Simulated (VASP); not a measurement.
A run of VASP 6.6.1:

INCAR

```
PREC = Accurate
ENCUT = 520
EDIFF = 1E-7
ISMEAR = -1
SIGMA = 0.05
LREAL = False
LASPH = True
NELM = 80
ALGO = Normal
ISIF = 2
LWAVE = False
LCHARG = False
LMAXMIX = 4
METAGGA = SCAN
LMIXTAU = True
KPAR = 4
```

File KPOINTS:

```
regular mesh
0
Gamma
  5 5 4
```

Contents of POSCAR:

```
Hf2Pd2Se2Br2O3                          
1.0
    5.6627277882     -0.0126466787     -0.0060326351
   -0.5375815623      5.7961034527      0.0267244041
   -1.4591280574     -0.9224547073      6.5567741768
  Hf              Pd              Se              Br              O             
     2     2     2     2     3
Direct
     0.7451326308699296    0.3956350378544308    0.3488366237038308
     0.2879788046491948    0.4517767370696411    0.5944821929436721
     0.9093955074969733    0.1365783854256999    0.8502062620064579
     0.2528165357080691    0.9024685000350466    0.3590098861018103
     0.6356898713136573    0.4048485014209934    0.9368084337398134
     0.6266975033005852    0.7807182532740328    0.5274619895846042
     0.8502382503930842    0.9916270751756233    0.1537059310360642
     0.2247000446340208    0.8199863031233374    0.8628875578809475
     0.9592031313910587    0.2900574310386475    0.5898821716657288
     0.4316480159322141    0.2445654725332905    0.4095162124098936
     0.0765097043112161    0.5817383030492638    0.3672227389271686
```

File KPOINTS_OPT:

```
path XGY,LGZ,NGM,RG
10
line-mode
reciprocal
 0.5000000000  0.0000000000  0.0000000000  X
 0.0000000000  0.0000000000  0.0000000000  G

 0.0000000000  0.0000000000  0.0000000000  G
 0.0000000000 -0.5000000000  0.0000000000  Y

 0.5000000000 -0.5000000000  0.0000000000  L
 0.0000000000  0.0000000000  0.0000000000  G

 0.0000000000  0.0000000000  0.0000000000  G
 0.0000000000  0.5000000000 -0.5000000000  Z

 0.5000000000  0.5000000000 -0.5000000000  N
 0.0000000000  0.0000000000  0.0000000000  G

 0.0000000000  0.0000000000  0.0000000000  G
 0.0000000000  0.0000000000 -0.5000000000  M

 0.5000000000  0.0000000000 -0.5000000000  R
 0.0000000000  0.0000000000  0.0000000000  G
```

Potentials or basis: VASP PAW PBE potentials, release 64 (Hf_pv, Pd, Se, Br, O).

The run is started by

```console
$ cat potpaw_PBE.64/Hf_pv/POTCAR potpaw_PBE.64/Pd/POTCAR potpaw_PBE.64/Se/POTCAR potpaw_PBE.64/Br/POTCAR potpaw_PBE.64/O/POTCAR > POTCAR
$ mpirun -np 4 vasp_std > vasp.out
```

Hardware: 4 MPI ranks on Intel(R) Xeon(R) 6975P-C (Granite Rapids), with other jobs on the host.

How long does it take, and how much memory?

It took 9.4 min on 4 MPI ranks on Intel(R) Xeon(R) 6975P-C (Granite Rapids) (shared host), peak memory 0.92 GiB a rank. Counts: scf iterations 43, k points 51.
